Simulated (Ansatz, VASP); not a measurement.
## One calculation of Hf2Bi2O, two programs

File INCAR:

```
ALGO     = Normal         # electronic algorithm
EDIFF    = 1E-6           # SCF threshold, eV
ENCUT    = 520            # plane-wave cutoff, eV
GGA      = PE             # functional
ISIF     = 2              # what is computed and relaxed
ISMEAR   = 0              # smearing method
LASPH    = T              # aspherical terms in the spheres
LCHARG   = F              # write CHGCAR
LREAL    = F              # projectors in reciprocal space
LWAVE    = F              # write WAVECAR
NBANDS   = 36             # bands
NELM     = 80             # most SCF steps
PREC     = Accurate       # precision mode
SIGMA    = 0.1            # smearing width, eV
```

Contents of KPOINTS:

```
k-points
0
Gamma
  6 6 4
```

POSCAR

```
Hf2Bi2O
1.0
    4.5708189100      0.0000000000      0.0000000000
   -2.2854094600      3.9584452900      0.0000000000
    0.0000000000      0.0000000000      7.1705740000
Hf Bi O
2 2 1
Direct
    0.3333333300      0.6666666700      0.6444000000
    0.6666666700      0.3333333300      0.3556000000
    0.3333333300      0.6666666700      0.2599000000
    0.6666666700      0.3333333300      0.7401000000
    0.0000000000      0.0000000000      0.0000000000
```

Input for Ansatz:

```yaml
crystal:
  lattice:
    - [4.57081891, 0.0, 0.0]
    - [-2.28540946, 3.95844529, 0.0]
    - [0.0, 0.0, 7.170574]
  atoms:
    - { symbol: Hf, position: [0.33333333, 0.66666667, 0.6444] }
    - { symbol: Hf, position: [0.66666667, 0.33333333, 0.3556] }
    - { symbol: Bi, position: [0.33333333, 0.66666667, 0.2599] }
    - { symbol: Bi, position: [0.66666667, 0.33333333, 0.7401] }
    - { symbol: O, position: [0.0, 0.0, 0.0] }
basis:
  ecutwfc: 420
kpoints:
  mp_grid: { grid: [6, 6, 4] }
hamiltonian:
  xc: pbe
scf:
  occupations: { method: gaussian, width: 0.1 }
  lower_state_search: "off"
output:
  forces: true
  stress: true
  eigenvalues: true
```

Change from the starting cell: species swapped into the YAl2Si2 type (P-3m1, No. 164).

Alike in both runs: task single point; functional PBE; k mesh 6 × 6 × 4; occupations gaussian, width 0.1 eV; no spin polarisation.

```csv
,VASP,Ansatz
version,VASP 6.6.1,Ansatz 0.2.0
potentials or method,"VASP PAW PBE potentials, release 64 (Hf_pv, Bi_d, O)","scalar-relativistic, plane waves, PAW"
plane-wave cutoff (eV),520,420
valence electrons in the cell,56,88
```

```csv
,VASP,Ansatz,Ansatz less VASP
gap on the k mesh at the Fermi level (eV),none,none,-
pressure (GPa),11.0,11.4,+0.39
largest component of the traceless stress (GPa),3.91,3.98,+0.069
rms of the force components (eV/Å),1.121,1.141,+0.0197
```

Atom by atom the forces differ by 0.021 eV/Å (rms over components). A gap of «none» marks a metal or a gap that the smearing closes. The two sets of potentials don't hold the same shells in valence.

Caveats: spin-orbit coupling is left out, which moves the levels of the heavy elements; forces of over 1 eV/Å show positions far from the minimum, so gaps and moduli don't describe the material at rest.
